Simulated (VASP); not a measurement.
OSZICAR of a VASP run on PdC (relaxed from the zinc blende structure, space group F-43m):

File OSZICAR:
```
       N       E                     dE             d eps       ncg     rms          rms(c)
DAV:   1     0.608657736316E+02    0.60866E+02   -0.68205E+03  1232   0.115E+03
DAV:   2    -0.119504461548E+02   -0.72816E+02   -0.68439E+02  1366   0.226E+02
DAV:   3    -0.144927543928E+02   -0.25423E+01   -0.24998E+01  1436   0.443E+01
DAV:   4    -0.145190938095E+02   -0.26339E-01   -0.26331E-01  1402   0.522E+00
DAV:   5    -0.145194804630E+02   -0.38665E-03   -0.38664E-03  1439   0.630E-01    0.134E+01
DAV:   6    -0.139485624176E+02    0.57092E+00   -0.26341E+01  1665   0.469E+01    0.101E+01
DAV:   7    -0.127769770409E+02    0.11716E+01   -0.46614E+00  1351   0.234E+01    0.285E+00
DAV:   8    -0.127758214758E+02    0.11556E-02   -0.27973E-01  1359   0.450E+00    0.147E+00
DAV:   9    -0.127675161960E+02    0.83053E-02   -0.28593E-02  1409   0.182E+00    0.285E-01
DAV:  10    -0.127671559165E+02    0.36028E-03   -0.29492E-03  1328   0.445E-01    0.642E-02
DAV:  11    -0.127671342223E+02    0.21694E-04   -0.16629E-04  1382   0.136E-01    0.287E-02
DAV:  12    -0.127671371163E+02   -0.28940E-05   -0.11279E-05  1414   0.325E-02    0.862E-03
DAV:  13    -0.127671371182E+02   -0.19540E-08   -0.38519E-07   913   0.639E-03
   1 F= -.12767137E+02 E0= -.12766584E+02  d E =-.127671E+02
       N       E                     dE             d eps       ncg     rms          rms(c)
DAV:   1    -0.310752745145E+02   -0.18308E+02   -0.28405E+02  1241   0.205E+02    0.491E+01
DAV:   2    -0.148622023672E+02    0.16213E+02   -0.80158E+01  1286   0.100E+02    0.113E+01
DAV:   3    -0.131032501730E+02    0.17590E+01   -0.67082E+00  1358   0.303E+01    0.470E+00
DAV:   4    -0.127892383488E+02    0.31401E+00   -0.15382E+00  1292   0.127E+01    0.168E+00
DAV:   5    -0.127894433499E+02   -0.20500E-03   -0.36472E-02  1416   0.172E+00    0.101E+00
DAV:   6    -0.127926391284E+02   -0.31958E-02   -0.21248E-02  1429   0.967E-01    0.112E-01
DAV:   7    -0.127928099222E+02   -0.17079E-03   -0.45132E-04  1419   0.203E-01    0.680E-02
DAV:   8    -0.127928876651E+02   -0.77743E-04   -0.84750E-05  1442   0.679E-02    0.947E-03
DAV:   9    -0.127928861739E+02    0.14912E-05   -0.84641E-06  1322   0.230E-02    0.183E-03
DAV:  10    -0.127928863712E+02   -0.19730E-06   -0.29389E-07   652   0.594E-03
   2 F= -.12792886E+02 E0= -.12792738E+02  d E =-.257493E-01
       N       E                     dE             d eps       ncg     rms          rms(c)
DAV:   1    -0.172526392727E+02   -0.44598E+01   -0.64194E+01  1232   0.101E+02    0.141E+01
DAV:   2    -0.139255245540E+02    0.33271E+01   -0.23224E+01  1241   0.579E+01    0.944E+00
DAV:   3    -0.133585209980E+02    0.56700E+00   -0.23602E+00  1648   0.157E+01    0.601E+00
DAV:   4    -0.132870693073E+02    0.71452E-01   -0.28104E-01  1283   0.580E+00    0.291E+00
DAV:   5    -0.132827321302E+02    0.43372E-02   -0.14006E-02  1517   0.116E+00    0.123E+00
DAV:   6    -0.132822942746E+02    0.43786E-03   -0.28370E-03  1448   0.414E-01    0.105E-01
DAV:   7    -0.132823502939E+02   -0.56019E-04   -0.10110E-04  1451   0.923E-02    0.537E-02
DAV:   8    -0.132823624618E+02   -0.12168E-04   -0.10940E-05  1496   0.259E-02    0.377E-03
DAV:   9    -0.132823622114E+02    0.25036E-06   -0.54954E-07   733   0.655E-03
   3 F= -.13282362E+02 E0= -.13281993E+02  d E =-.515225E+00
       N       E                     dE             d eps       ncg     rms          rms(c)
DAV:   1    -0.132856235794E+02   -0.32611E-02   -0.43464E-02  1232   0.259E+00    0.380E-01
DAV:   2    -0.132834331789E+02    0.21904E-02   -0.19482E-02  1271   0.163E+00    0.177E-01
DAV:   3    -0.132828605383E+02    0.57264E-03   -0.21720E-03  1352   0.512E-01    0.768E-02
DAV:   4    -0.132828212637E+02    0.39275E-04   -0.32856E-04  1274   0.155E-01    0.324E-02
DAV:   5    -0.132828214101E+02   -0.14635E-06   -0.32626E-05  1334   0.449E-02    0.151E-02
DAV:   6    -0.132828207775E+02    0.63258E-06   -0.89179E-06  1445   0.255E-02
   4 F= -.13282821E+02 E0= -.13282457E+02  d E =-.515684E+00
       N       E                     dE             d eps       ncg     rms          rms(c)
DAV:   1    -0.132851760366E+02   -0.23546E-02   -0.38190E-02  1232   0.243E+00    0.357E-01
DAV:   2    -0.132832433091E+02    0.19327E-02   -0.17011E-02  1268   0.152E+00    0.165E-01
DAV:   3    -0.132827475632E+02    0.49575E-03   -0.18752E-03  1355   0.476E-01    0.724E-02
DAV:   4    -0.132827135529E+02    0.34010E-04   -0.28813E-04  1268   0.145E-01    0.304E-02
DAV:   5    -0.132827138062E+02   -0.25322E-06   -0.28841E-05  1337   0.422E-02    0.141E-02
DAV:   6    -0.132827132976E+02    0.50859E-06   -0.79502E-06  1451   0.241E-02
   5 F= -.13282713E+02 E0= -.13282354E+02  d E =-.515576E+00
       N       E                     dE             d eps       ncg     rms          rms(c)
DAV:   1    -0.132877258678E+02   -0.50121E-02   -0.77745E-02  1232   0.347E+00    0.502E-01
DAV:   2    -0.132838246839E+02    0.39012E-02   -0.34651E-02  1271   0.217E+00    0.240E-01
DAV:   3    -0.132827962839E+02    0.10284E-02   -0.38685E-03  1360   0.680E-01    0.108E-01
DAV:   4    -0.132827147903E+02    0.81494E-04   -0.57557E-04  1274   0.207E-01    0.447E-02
DAV:   5    -0.132827141691E+02    0.62113E-06   -0.63853E-05  1334   0.623E-02    0.200E-02
DAV:   6    -0.132827086332E+02    0.55359E-05   -0.18918E-05  1415   0.357E-02    0.235E-03
DAV:   7    -0.132827087442E+02   -0.11095E-06   -0.92386E-07   722   0.931E-03
   6 F= -.13282709E+02 E0= -.13282343E+02  d E =0.455341E-05
       N       E                     dE             d eps       ncg     rms          rms(c)
DAV:   1    -0.132841279564E+02   -0.14193E-02   -0.19928E-02  1232   0.176E+00    0.257E-01
DAV:   2    -0.132831208405E+02    0.10071E-02   -0.88938E-03  1271   0.110E+00    0.120E-01
DAV:   3    -0.132828610316E+02    0.25981E-03   -0.98796E-04  1352   0.345E-01    0.524E-02
DAV:   4    -0.132828434752E+02    0.17556E-04   -0.15030E-04  1271   0.105E-01    0.220E-02
DAV:   5    -0.132828437858E+02   -0.31055E-06   -0.15327E-05  1334   0.307E-02    0.101E-02
DAV:   6    -0.132828436276E+02    0.15817E-06   -0.42562E-06  1409   0.175E-02
   7 F= -.13282844E+02 E0= -.13282481E+02  d E =-.130330E-03
```

**Question.** Which electronic solver shows in the log?

**Answer.** It is blocked Davidson (ALGO = Normal, or the opening steps of other solvers). The INCAR had ALGO = Normal.

**Question.** Can the final energy be trusted as converged?

**Answer.** The run converged. It stopped with EDIFF = 1E-6, NELM = 100, NSW = 60 and EDIFFG = -0.01 after 7 ionic steps (PBEsol GGA, plane waves, VASP's PBE PAW potentials (set 64)). Energy and stress use the plane-wave basis of the starting cell.

The structure was generated: PdC was put into the zinc blende type (F-43m), which need not be its known phase. This run relaxes it. Symmetry was kept, so distortions that lower it aren't found.
